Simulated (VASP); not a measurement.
Output of a VASP run:

File OSZICAR:
```
...
       N       E                     dE             d eps       ncg     rms          rms(c)
DAV:   1    -0.715388282556E+02   -0.23231E-01   -0.46684E-02  1571   0.159E+00    0.187E-01
DAV:   2    -0.715383632838E+02    0.46497E-03   -0.18494E-03  1836   0.289E-01    0.543E-02
DAV:   3    -0.715383321834E+02    0.31100E-04   -0.17607E-04  1796   0.807E-02    0.216E-02
DAV:   4    -0.715383259584E+02    0.62250E-05   -0.18144E-05  1831   0.283E-02    0.107E-02
DAV:   5    -0.715383241933E+02    0.17651E-05   -0.28288E-06  1212   0.118E-02    0.229E-03
DAV:   6    -0.715383240658E+02    0.12751E-06   -0.27786E-07   978   0.376E-03
  11 F= -.56683325E+02 E0= -.56683325E+02  d E =-.124296E-02
       N       E                     dE             d eps       ncg     rms          rms(c)
DAV:   1    -0.715412562713E+02   -0.29321E-02   -0.73614E-02  1566   0.196E+00    0.747E-02
DAV:   2    -0.715413380881E+02   -0.81817E-04   -0.14100E-03  1836   0.255E-01    0.296E-02
DAV:   3    -0.715413206844E+02    0.17404E-04   -0.23633E-05  1844   0.403E-02    0.161E-02
DAV:   4    -0.715413154431E+02    0.52414E-05   -0.21287E-05  1826   0.354E-02    0.311E-03
DAV:   5    -0.715413156835E+02   -0.24040E-06   -0.35262E-06  1615   0.132E-02
  12 F= -.56683922E+02 E0= -.56683922E+02  d E =-.596719E-03
       N       E                     dE             d eps       ncg     rms          rms(c)
DAV:   1    -0.715460199778E+02   -0.47045E-02   -0.25658E-01  1566   0.366E+00    0.140E-01
DAV:   2    -0.715463048873E+02   -0.28491E-03   -0.48869E-03  1836   0.474E-01    0.549E-02
DAV:   3    -0.715462443466E+02    0.60541E-04   -0.82048E-05  1844   0.751E-02    0.298E-02
DAV:   4    -0.715462263796E+02    0.17967E-04   -0.73106E-05  1826   0.656E-02    0.574E-03
DAV:   5    -0.715462273599E+02   -0.98034E-06   -0.12166E-05  1826   0.243E-02    0.525E-03
DAV:   6    -0.715462272674E+02    0.92545E-07   -0.17720E-07  1063   0.319E-03
  13 F= -.56684363E+02 E0= -.56684363E+02  d E =-.103782E-02
       N       E                     dE             d eps       ncg     rms          rms(c)
DAV:   1    -0.715463256716E+02   -0.98312E-04   -0.11901E-02  1566   0.783E-01    0.412E-02
DAV:   2    -0.715463487953E+02   -0.23124E-04   -0.29025E-04  1831   0.114E-01    0.140E-02
DAV:   3    -0.715463450026E+02    0.37927E-05   -0.42185E-06  1556   0.181E-02    0.747E-03
DAV:   4    -0.715463439234E+02    0.10792E-05   -0.51886E-06  1808   0.181E-02    0.146E-03
DAV:   5    -0.715463439423E+02   -0.18950E-07   -0.95589E-07   938   0.713E-03
  14 F= -.56684426E+02 E0= -.56684426E+02  d E =-.626403E-04
       N       E                     dE             d eps       ncg     rms          rms(c)
DAV:   1    -0.715463482941E+02   -0.43707E-05   -0.68277E-05  1611   0.593E-02    0.364E-03
DAV:   2    -0.715463484541E+02   -0.15999E-06   -0.15567E-06  1122   0.857E-03
  15 F= -.56684426E+02 E0= -.56684426E+02  d E =-.630632E-04
       N       E                     dE             d eps       ncg     rms          rms(c)
DAV:   1    -0.715486161325E+02   -0.22678E-02   -0.63232E-03  1566   0.577E-01    0.384E-02
DAV:   2    -0.715486024135E+02    0.13719E-04   -0.11385E-04  1836   0.713E-02    0.197E-02
DAV:   3    -0.715485949432E+02    0.74702E-05   -0.80012E-06  1821   0.220E-02    0.612E-03
DAV:   4    -0.715485941325E+02    0.81075E-06   -0.15528E-06  1083   0.998E-03
  16 F= -.56684487E+02 E0= -.56684487E+02  d E =-.613829E-04
```

File OUTCAR:
```
------------------------ aborting loop because EDIFF is reached ----------------------------------------
  FORCE on cell =-STRESS in cart. coord.  units (eV):
  Direction    XX          YY          ZZ          XY          YZ          ZX
  --------------------------------------------------------------------------------------
  Total       14.9265871     14.9266270     14.8057557      0.0000000      0.0000000      0.0000000
  in kB      301.2610328    301.2618386    298.8223115      0.0000000      0.0000000      0.0000000
  external PRESSURE =       0.4483943 kB  Pullay stress =     300.0000000 kB
  volume of cell :       79.38
      direct lattice vectors                 reciprocal lattice vectors
     2.123642366 -3.678261395 -0.000000000     0.235444540 -0.135933787  0.000000000
     2.123642366  3.678261395  0.000000000     0.235444540  0.135933787 -0.000000000
     0.000000000  0.000000000  5.081292275     0.000000000 -0.000000000  0.196800331
 POSITION                                       TOTAL-FORCE (eV/Angst)
 -----------------------------------------------------------------------------------
      3.02159     -2.12297      1.69376         0.009109      0.015777      0.000000
      2.45140      0.00000      0.00000        -0.018217      0.000000      0.000000
      3.02159      2.12297      3.38753         0.009109     -0.015777      0.000000
      1.46781      0.12142      1.27671         0.000415      0.001807     -0.000811
      3.40823      1.21046      4.66424        -0.001772     -0.000544     -0.000811
      1.49489     -2.34639      2.11081         0.001357      0.001263      0.000811
      3.40823     -1.21046      0.41705        -0.001772      0.000544      0.000811
      1.46781     -0.12142      3.80458         0.000415     -0.001807      0.000811
      1.49489      2.34639      2.97048         0.001357     -0.001263     -0.000811
 -----------------------------------------------------------------------------------
    total drift:                               -0.001424     -0.001140      0.000009
  FREE ENERGIE OF THE ION-ELECTRON SYSTEM (eV)
  ---------------------------------------------------
  free  energy   TOTEN  =       -71.5485941325 eV

  energy  without entropy=      -71.5485941325  energy(sigma->0) =      -71.54859413
  enthalpy is  TOTEN    =       -56.6844874347 eV   P V=       14.8641066978

 reached required accuracy - stopping structural energy minimisation
```
(Selected blocks of OUTCAR.)

### POSCAR
```
SiO2
1
    2.1967893514    -3.8049521134     0.0000000000
    2.1967893514     3.8049521134     0.0000000000
    0.0000000000     0.0000000000     5.1412656033
Si O
3 6
Direct
  0.9999999998   0.4314684012   0.3333330000
  0.5685315991   0.5685315991   0.0000000000
  0.4314684012   0.9999999998   0.6666670000
  0.3208229244   0.3768589154   0.2491187432
  0.6231410853   0.9439640099   0.9157857432
  0.6791770748   0.0560359903   0.4175472568
  0.9439640099   0.6231410853   0.0842142568
  0.3768589154   0.3208229244   0.7508812568
  0.0560359903   0.6791770748   0.5824527432
```

Task: Reconstruct the remaining input files.

Result: This is not unique; one that fits is the input of the run itself, PBEsol GGA, plane waves, VASP's PBE PAW potentials (set 64).

INCAR:
```
ALGO = Normal
EDIFF = 1E-6
EDIFFG = -0.02
ENCUT = 620
GGA = PS
IBRION = 2
ISIF = 3
ISMEAR = 0
LASPH = .True.
LCHARG = .False.
LREAL = .False.
LWAVE = .False.
NELM = 100
NSW = 40
PREC = Accurate
PSTRESS = 300
SIGMA = 0.05
SYSTEM = SiO2
```

**KPOINTS**
```
Automatic mesh
0
Gamma
6 6 5
0 0 0
```

POTCAR, in this order: Si O (PBE.64 set). Program: vasp_std.

Energy and stress use the plane-wave basis of the starting cell.

The compound is SiO2 in the quartz structure. This run relaxes it under an external pressure of 30 GPa. Symmetry was kept, so distortions that lower it aren't found.
